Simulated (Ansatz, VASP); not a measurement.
## CsPbCl3: VASP beside Ansatz

Aim: how closely do two programs agree when they are given the same cell, functional and k mesh? The cell is taken from a series of runs on this material, whose earlier steps may have relaxed, scaled, displaced or heated it; both programs get it as it stands.

Program: Ansatz 0.2.0. Level of theory: plane waves, with VASP 6.6.1 beside it; dielectric response at LDA. Results are calculated unless marked as measured.

## 1. The starting structure

Symmetry: R32, No. 155, trigonal system. The conventional cell has a = 8.006 Å, b = 8.006 Å, c = 9.887 Å, α = 90.00°, β = 90.00°, γ = 120.00°. Cs has 12 Cl at 3.85 to 4.15 Å nearest. Pb has 6 Cl at 2.84 Å nearest. Cl has 2 Pb at 2.84 Å and 4 Cs at 3.85 to 4.15 Å nearest. Farther neighbours and most contacts between anions are not listed.

## 2. VASP: dielectric response, LDA

The response to a field tests empty states and converges slowly with the mesh.

Lines of VASP's logs that name or quote its potential files are left out, and so is its time.

File INCAR:

```
SYSTEM = CsPbCl3
PREC = Accurate
ENCUT = 400
EDIFF = 1E-08
NELM = 120
ISMEAR = 0
SIGMA = 0.01
LREAL = .FALSE.
ALGO = Normal
GGA = CA
NBANDS = 28
LORBIT = 11
LWAVE = .FALSE.
LCHARG = .FALSE.
ISIF = 2
LEPSILON = .TRUE.
LASPH = .TRUE.
GGA_COMPAT = .FALSE.
KPAR = 2
```

File POSCAR:

```
CsPbCl3
1.0
    4.0031551156      2.3112226836      3.2955554574
   -4.0031551156      2.3112226836      3.2955554574
    0.0000000000     -4.6224453672      3.2955554574
Cs Pb Cl
1 1 3
Direct
    0.5000000000      0.5000000000      0.5000000000
    0.0000000000      0.0000000000      0.0000000000
    0.5000000000      0.0186003000      0.9813997000
    0.0186003000      0.9813997000      0.5000000000
    0.9813997000      0.5000000000      0.0186003000
```

File KPOINTS:

```
Automatic mesh
0
Gamma
4 4 4
0 0 0
```

Potentials, in the order of the species: Cs_sv, Pb_d and Cl (LDA family, release 64).

Run with:

```bash
mpirun -np 2 vasp_std
```

Numbers of over 12 decimals in the logs are rounded to 6 here.

The program printed:

```text
[banner, memory and clock lines left out]
running    2 mpi-ranks, on    1 nodes
 distrk:  each k-point on    1 cores,    2 groups
 distr:  one band on    1 cores,    1 groups

 POSCAR found type information on POSCAR CsPbCl
 POSCAR found :  3 types and       5 ions
 LDA part: xc-table for (Slater(with rela. corr.)+CA(PZ))
 , standard interpolation
 POSCAR, INCAR and KPOINTS ok, starting setup
 FFT: planning ... GRIDC
 FFT: planning ... GRID_SOFT
 FFT: planning ... GRID
 WAVECAR not read
 entering main loop
       N       E                     dE             d eps       ncg     rms          rms(c)
DAV:   1     0.362512300689E+03    0.36251E+03   -0.16451E+04   728   0.114E+03
DAV:   2     0.203099750937E+02   -0.34220E+03   -0.33051E+03   884   0.301E+02
DAV:   3    -0.187442988920E+02   -0.39054E+02   -0.38837E+02   880   0.114E+02
DAV:   4    -0.201867911385E+02   -0.14425E+01   -0.14395E+01  1076   0.287E+01
DAV:   5    -0.202134060199E+02   -0.26615E-01   -0.26606E-01   920   0.288E+00    0.491E+00
DAV:   6    -0.193851414829E+02    0.82826E+00   -0.15817E+00  1100   0.157E+01    0.322E+00
DAV:   7    -0.193225742350E+02    0.62567E-01   -0.51034E-01  1080   0.412E+00    0.165E+00
DAV:   8    -0.193167170167E+02    0.58572E-02   -0.69800E-02   924   0.195E+00    0.249E-01
DAV:   9    -0.193137699018E+02    0.29471E-02   -0.16582E-02  1096   0.978E-01    0.123E-01
DAV:  10    -0.193137441877E+02    0.25714E-04   -0.17954E-03  1000   0.296E-01    0.304E-02
DAV:  11    -0.193137457928E+02   -0.16051E-05   -0.12545E-04   956   0.748E-02    0.970E-03
DAV:  12    -0.193137446549E+02    0.11379E-05   -0.24630E-05   968   0.469E-02    0.916E-03
DAV:  13    -0.193137435922E+02    0.10627E-05   -0.62271E-06  1080   0.130E-02    0.315E-03
DAV:  14    -0.193137436029E+02   -0.10695E-07   -0.78229E-07   904   0.975E-03    0.198E-03
DAV:  15    -0.193137435372E+02    0.65726E-07   -0.26743E-07  1072   0.378E-03    0.348E-04
DAV:  16    -0.193137435386E+02   -0.13474E-08   -0.16680E-08   748   0.679E-04
   1 F= -.19313744E+02 E0= -.19313744E+02  d E =-.130495E-42
 Linear response reoptimize wavefunctions to high precision
DAV:   1    -0.193137435384E+02    0.17917E-09   -0.90251E-10   504   0.277E-04
DAV:   2    -0.193137435385E+02   -0.15370E-09   -0.31390E-10   508   0.163E-04
DAV:   3    -0.193137435385E+02    0.43656E-10   -0.93111E-11   488   0.940E-05
 Linear response G [H, r] |phi>, progress :
  Direction:   1
       N       E                     dE             d eps       ncg     rms
RMM:   1    -0.181931942147E+03   -0.18193E+03    0.12847E+02  1332   0.121E+02
RMM:   2    -0.179469945301E+03    0.24620E+01   -0.34846E+01  1211   0.326E+01
RMM:   3    -0.180294106297E+03   -0.82416E+00   -0.30006E+00  1281   0.107E+01
RMM:   4    -0.180339932664E+03   -0.45826E-01   -0.47636E-01  1307   0.453E+00
RMM:   5    -0.180345234544E+03   -0.53019E-02   -0.96146E-02  1290   0.167E+00
RMM:   6    -0.180345378748E+03   -0.14420E-03   -0.17696E-02  1339   0.781E-01
RMM:   7    -0.180345928688E+03   -0.54994E-03   -0.41559E-03  1318   0.289E-01
RMM:   8    -0.180345830190E+03    0.98497E-04   -0.66312E-04  1425   0.130E-01
RMM:   9    -0.180345862111E+03   -0.31921E-04   -0.27515E-04  1489   0.543E-02
RMM:  10    -0.180345852140E+03    0.99705E-05   -0.98699E-05  1542   0.231E-02
RMM:  11    -0.180345852072E+03    0.68826E-07   -0.36148E-05  1596   0.976E-03
RMM:  12    -0.180345849470E+03    0.26019E-05   -0.70068E-05  1581   0.633E-03
RMM:  13    -0.180345850632E+03   -0.11624E-05    0.82194E-06  1595   0.426E-03
RMM:  14    -0.180345846761E+03    0.38711E-05   -0.25130E-05  1618   0.377E-03
RMM:  15    -0.180345848727E+03   -0.19656E-05    0.15463E-05  1642   0.345E-03
RMM:  16    -0.180345848738E+03   -0.11705E-07   -0.12021E-04  1643   0.341E-03
RMM:  17    -0.180345849245E+03   -0.50674E-06    0.46937E-05  1703   0.337E-03
RMM:  18    -0.180345849415E+03   -0.16950E-06   -0.84203E-05  1707   0.341E-03
 Linear response G [H, r] |phi>, progress :
  Direction:   2
       N       E                     dE             d eps       ncg     rms
RMM:   1    -0.172624390914E+03   -0.17262E+03    0.24160E+02  1336   0.124E+02
RMM:   2    -0.164581495327E+03    0.80429E+01   -0.36931E+01  1228   0.320E+01
RMM:   3    -0.165495491124E+03   -0.91400E+00   -0.30295E+00  1280   0.106E+01
RMM:   4    -0.165551413260E+03   -0.55922E-01   -0.49264E-01  1323   0.452E+00
RMM:   5    -0.165555084399E+03   -0.36711E-02   -0.74118E-02  1303   0.172E+00
RMM:   6    -0.165557001036E+03   -0.19166E-02   -0.19441E-02  1336   0.830E-01
RMM:   7    -0.165557196673E+03   -0.19564E-03   -0.44559E-03  1339   0.348E-01
RMM:   8    -0.165557261741E+03   -0.65068E-04   -0.12300E-03  1419   0.165E-01
RMM:   9    -0.165557261903E+03   -0.16233E-06   -0.14335E-05  1474   0.606E-02
RMM:  10    -0.165557262263E+03   -0.35998E-06    0.13576E-04  1527   0.208E-02
RMM:  11    -0.165557267482E+03   -0.52192E-05    0.75883E-05  1586   0.105E-02
[...]
Direction:   2
       N       E                     dE             d eps       ncg     rms          rms(c)
RMM:   1    -0.143983725918E+01   -0.14398E+01   -0.63604E+00  1467   0.497E+00
RMM:   2    -0.153418711908E+01   -0.94350E-01   -0.45989E-02  1237   0.111E+00
RMM:   3    -0.153666889278E+01   -0.24818E-02   -0.45132E-03  1299   0.310E-01
[...]
RMM:  17    -0.203816158761E+01   -0.10006E-08   -0.13436E-06   848   0.148E-04
RMM:  18    -0.203816158640E+01    0.12038E-08   -0.96221E-07   843   0.139E-04
RMM:  19    -0.203816158645E+01   -0.43205E-10   -0.15132E-06   855   0.134E-04
RMM:  20    -0.203816158687E+01   -0.42257E-09   -0.98653E-07   854   0.131E-04
RMM:  21    -0.203816158636E+01    0.51175E-09   -0.16830E-06   859   0.131E-04
 change of polarisation eV/A/(eV/A) component  3 :     0.568     1.403     4.076
 dielectric tensor                  component  3 :     0.562     1.387     5.032
 Linear response to external field, progress :
  Direction:   1
       N       E                     dE             d eps       ncg     rms          rms(c)
RMM:   1    -0.190155670093E+01   -0.19016E+01   -0.95563E+00  2684   0.515E+00
RMM:   2    -0.201615421562E+01   -0.11460E+00   -0.61371E-02  2291   0.114E+00    0.253E+00
RMM:   3    -0.185589860319E+01    0.16026E+00   -0.25605E-01  2210   0.216E+00    0.125E+00
RMM:   4    -0.187937708093E+01   -0.23478E-01   -0.23341E-01  2378   0.192E+00    0.358E-01
RMM:   5    -0.189721798628E+01   -0.17841E-01   -0.86407E-03  2251   0.630E-01    0.928E-02
RMM:   6    -0.190501991915E+01   -0.78019E-02   -0.14698E-03  2536   0.286E-01    0.480E-02
RMM:   7    -0.190617947601E+01   -0.11596E-02   -0.61625E-04  2472   0.118E-01    0.238E-02
RMM:   8    -0.190642503482E+01   -0.24556E-03   -0.16513E-04  2434   0.671E-02    0.832E-03
RMM:   9    -0.190627317607E+01    0.15186E-03   -0.30191E-05  2459   0.259E-02    0.670E-03
RMM:  10    -0.190628302370E+01   -0.98476E-05    0.23281E-07  2474   0.107E-02    0.177E-03
RMM:  11    -0.190627412962E+01    0.88941E-05   -0.30249E-06  2375   0.368E-03    0.118E-03
RMM:  12    -0.190626678452E+01    0.73451E-05    0.42820E-06  2560   0.177E-03    0.132E-04
RMM:  13    -0.190626512890E+01    0.16556E-05    0.72322E-07  2445   0.800E-04    0.166E-04
RMM:  14    -0.190626453687E+01    0.59202E-06   -0.12815E-07  2217   0.393E-04    0.192E-05
RMM:  15    -0.190626402186E+01    0.51502E-06    0.51544E-07  1782   0.249E-04    0.315E-05
RMM:  16    -0.190626393251E+01    0.89352E-07   -0.73305E-07  1586   0.163E-04    0.123E-05
RMM:  17    -0.190626383080E+01    0.10171E-06    0.81253E-07  1479   0.137E-04    0.447E-06
 change of polarisation eV/A/(eV/A) component  1 :     3.614     0.492     0.793
 dielectric tensor                  component  1 :     4.574     0.487     0.784
 Linear response to external field, progress :
  Direction:   2
       N       E                     dE             d eps       ncg     rms          rms(c)
RMM:   1    -0.190034996052E+01   -0.19003E+01   -0.95442E+00  4048   0.517E+00
RMM:   2    -0.201601864491E+01   -0.11567E+00   -0.61498E-02  3427   0.116E+00    0.253E+00
RMM:   3    -0.185577026718E+01    0.16025E+00   -0.25554E-01  3320   0.216E+00    0.125E+00
RMM:   4    -0.187927948410E+01   -0.23509E-01   -0.23220E-01  3584   0.192E+00    0.358E-01
RMM:   5    -0.189735249615E+01   -0.18073E-01   -0.87711E-03  3377   0.625E-01    0.928E-02
RMM:   6    -0.190507212084E+01   -0.77196E-02   -0.15276E-03  3760   0.282E-01    0.473E-02
RMM:   7    -0.190619594580E+01   -0.11238E-02   -0.64368E-04  3770   0.120E-01    0.247E-02
RMM:   8    -0.190643305341E+01   -0.23711E-03   -0.18571E-04  3612   0.674E-02    0.783E-03
RMM:   9    -0.190625073707E+01    0.18232E-03   -0.48471E-05  3730   0.290E-02    0.612E-03
RMM:  10    -0.190628545113E+01   -0.34714E-04   -0.80116E-07  3739   0.115E-02    0.152E-03
RMM:  11    -0.190627501317E+01    0.10438E-04   -0.67750E-06  3513   0.369E-03    0.131E-03
RMM:  12    -0.190626927461E+01    0.57386E-05   -0.20724E-06  3908   0.181E-03    0.224E-04
RMM:  13    -0.190626470557E+01    0.45690E-05   -0.90272E-07  3573   0.724E-04    0.112E-04
RMM:  14    -0.190626339749E+01    0.13081E-05    0.18192E-07  3288   0.372E-04    0.363E-05
RMM:  15    -0.190626395921E+01   -0.56172E-06   -0.12891E-06  2855   0.227E-04    0.185E-05
RMM:  16    -0.190626400156E+01   -0.42352E-07   -0.12384E-07  2568   0.160E-04    0.115E-05
RMM:  17    -0.190626390250E+01    0.99068E-07   -0.56604E-07  2233   0.135E-04    0.595E-06
 change of polarisation eV/A/(eV/A) component  2 :    -0.000     3.614    -0.000
 dielectric tensor                  component  2 :    -0.000     4.574    -0.000
 Linear response to external field, progress :
  Direction:   3
       N       E                     dE             d eps       ncg     rms          rms(c)
RMM:   1    -0.194134869144E+01   -0.19413E+01   -0.99258E+00  1543   0.517E+00
RMM:   2    -0.203477123971E+01   -0.93423E-01   -0.63948E-02  1329   0.117E+00    0.253E+00
RMM:   3    -0.187790463707E+01    0.15687E+00   -0.25662E-01  1280   0.215E+00    0.126E+00
RMM:   4    -0.190274653880E+01   -0.24842E-01   -0.23247E-01  1399   0.190E+00    0.361E-01
RMM:   5    -0.192110969565E+01   -0.18363E-01   -0.93788E-03  1363   0.584E-01    0.939E-02
RMM:   6    -0.192875632373E+01   -0.76466E-02   -0.15245E-03  1436   0.255E-01    0.437E-02
RMM:   7    -0.193030159603E+01   -0.15453E-02   -0.83688E-04  1452   0.125E-01    0.334E-02
RMM:   8    -0.193000805275E+01    0.29354E-03   -0.18013E-04  1379   0.671E-02    0.119E-02
RMM:   9    -0.192998888372E+01    0.19169E-04   -0.25587E-05  1471   0.267E-02    0.110E-02
RMM:  10    -0.192991471635E+01    0.74167E-04    0.13620E-05  1411   0.111E-02    0.701E-03
RMM:  11    -0.192988089807E+01    0.33818E-04    0.22714E-06  1417   0.513E-03    0.517E-03
RMM:  12    -0.192985765944E+01    0.23239E-04   -0.30632E-06  1462   0.442E-03    0.295E-03
RMM:  13    -0.192985602544E+01    0.16340E-05    0.11698E-05  1472   0.222E-03    0.175E-03
RMM:  14    -0.192985089692E+01    0.51285E-05   -0.10243E-06  1471   0.106E-03    0.121E-03
RMM:  15    -0.192985495427E+01   -0.40574E-05   -0.29752E-06  1601   0.128E-03    0.137E-04
RMM:  16    -0.192985280984E+01    0.21444E-05   -0.20838E-06  1300   0.397E-04    0.163E-04
RMM:  17    -0.192985358536E+01   -0.77552E-06   -0.43747E-07  1379   0.319E-04    0.198E-05
RMM:  18    -0.192985374873E+01   -0.16337E-06   -0.81534E-07   971   0.143E-04    0.159E-05
RMM:  19    -0.192985390392E+01   -0.15519E-06   -0.76058E-07   846   0.121E-04    0.133E-05
RMM:  20    -0.192985390378E+01    0.14568E-09   -0.11805E-06   807   0.112E-04    0.651E-06
 change of polarisation eV/A/(eV/A) component  3 :     0.570     1.317     3.659
 dielectric tensor                  component  3 :     0.563     1.303     4.619
 Born effective charges drift removed
```

Parts of OUTCAR (step 2):

```text
ion  position               nearest neighbor table
   1  0.500  0.500  0.500-
   2  0.000  0.000  0.000-   5 2.84   3 2.84   5 2.84   3 2.84   4 2.84   4 2.84
   3  0.500  0.019  0.981-   2 2.84   2 2.84
   4  0.019  0.981  0.500-   2 2.84   2 2.84
   5  0.981  0.500  0.019-   2 2.84   2 2.84

  LATTYP: Found a trigonal (rhomboedric) cell.
 ALAT       =     5.6769434510
 COS(alpha) =     0.0054979182

 Subroutine GETGRP returns: Found  6 space group operations
 (whereof  6 operations were pure point group operations)

The static configuration has the point symmetry D_3 .

 Found     13 irreducible k-points:

   k-points           NKPTS =     13   k-points in BZ     NKDIM =     13   number of bands    NBANDS=     28

   dimension x,y,z NGX =    40 NGY =   40 NGZ =   40
   dimension x,y,z NGXF=    80 NGYF=   80 NGZF=   80

   ENCUT  =  400.0 eV  29.40 Ry    5.42 a.u.   9.26  9.26  9.26*2*pi/ulx,y,z

   NELECT =      44.0000    total number of electrons

 k-points in reciprocal lattice and weights: Automatic mesh
   0.00000000  0.00000000  0.00000000       0.016
   0.25000000  0.00000000  0.00000000       0.094
   0.50000000  0.00000000  0.00000000       0.047
   0.25000000  0.25000000  0.00000000       0.094
   0.50000000  0.25000000  0.00000000       0.188
  -0.25000000  0.25000000  0.00000000       0.094
   0.50000000  0.50000000  0.00000000       0.047
   0.25000000  0.25000000  0.25000000       0.031
   0.50000000  0.25000000  0.25000000       0.094
  -0.25000000  0.25000000  0.25000000       0.094
   0.50000000  0.50000000  0.25000000       0.094
  -0.25000000  0.50000000  0.25000000       0.094
   0.50000000  0.50000000  0.50000000       0.016

 average (electrostatic) potential at core
       1 -48.5355       2 -95.8520       3 -97.6795       4 -97.6795       5 -97.6795

  Total       -2.2665966     -2.2665966     -2.2958614      0.0000000     -0.0000000      0.0000000
  in kB      -19.8500098    -19.8500098    -20.1063002      0.0000000     -0.0000000      0.0000000
  external PRESSURE =     -19.9354400 kB  Pullay stress =       0.0000000 kB

  energy-cutoff  :      400.00
  volume of cell :      182.95
      direct lattice vectors                 reciprocal lattice vectors
     4.003155116  2.311222684  3.295555457     0.124901480  0.072111903  0.101146328
    -4.003155116  2.311222684  3.295555457    -0.124901480  0.072111903  0.101146328
     0.000000000 -4.622445367  3.295555457     0.000000000 -0.144223807  0.101146328

 POSITION                                       TOTAL-FORCE (eV/Angst)
 -----------------------------------------------------------------------------------
      0.00000      0.00000      4.94333         0.000000      0.000000      0.000000
      0.00000      0.00000      0.00000         0.000000      0.000000      0.000000
      1.92712     -3.33787      4.94333         0.000637     -0.001104      0.000000
     -3.85424      0.00000      4.94333        -0.001275     -0.000000     -0.000000
      1.92712      3.33787      4.94333         0.000637      0.001104      0.000000
 -----------------------------------------------------------------------------------
    total drift:                               -0.000001      0.000000     -0.000000

 MACROSCOPIC STATIC DIELECTRIC TENSOR (including local field effects in DFT)
 ------------------------------------------------------
           4.574141     0.000000     0.000000
           0.000000     4.574141    -0.000000
          -0.000000    -0.000000     4.619086
 ------------------------------------------------------

 PIEZOELECTRIC TENSOR (including local field effects)  for field in x, y, z        (C/m^2)
          XX          YY          ZZ          XY          YZ          ZX
  --------------------------------------------------------------------------------
  x     0.08847    -0.08847     0.00000     0.00000    -0.02136     0.00000
  y     0.00000     0.00000     0.00000    -0.08847     0.00000     0.02136
  z     0.00000     0.00000     0.00000     0.00000    -0.00000     0.00000

 BORN EFFECTIVE CHARGES (including local field effects) (in |e|, cummulative output)
 ---------------------------------------------------------------------------------
 ion    1
    1     1.41753     0.00000     0.00000
    2     0.00000     1.41753     0.00000
    3     0.00000     0.00000     1.40615
 ion    2
    1     3.96633     0.00000     0.00000
    2     0.00000     3.96633     0.00000
    3     0.00000     0.00000     4.04809
 ion    3
    1    -2.41283    -1.07078    -1.53964
    2    -1.07078    -1.17641    -0.88891
    3    -1.54875    -0.89417    -1.81808
 ion    4
    1    -0.55819     0.00000     0.00000
    2     0.00000    -3.03105     1.77783
    3     0.00000     1.78834    -1.81808
 ion    5
    1    -2.41283     1.07078     1.53964
    2     1.07078    -1.17641    -0.88891
    3     1.54875    -0.89417    -1.81808
```

[end of part 1 of 2]

[Lines on the potential files, build, host, timing and source positions are cut from VASP's logs without a mark.]

[Logs are printed without paths, hosts, clocks, repeated set-up lines and the standing remarks that a program may print on its own settings, such as how far it seeks lower states.]

[Hosts, paths, dates, database ids (printed as entryN), source tags and the programs' standing remarks are cut or masked in the printed files.]
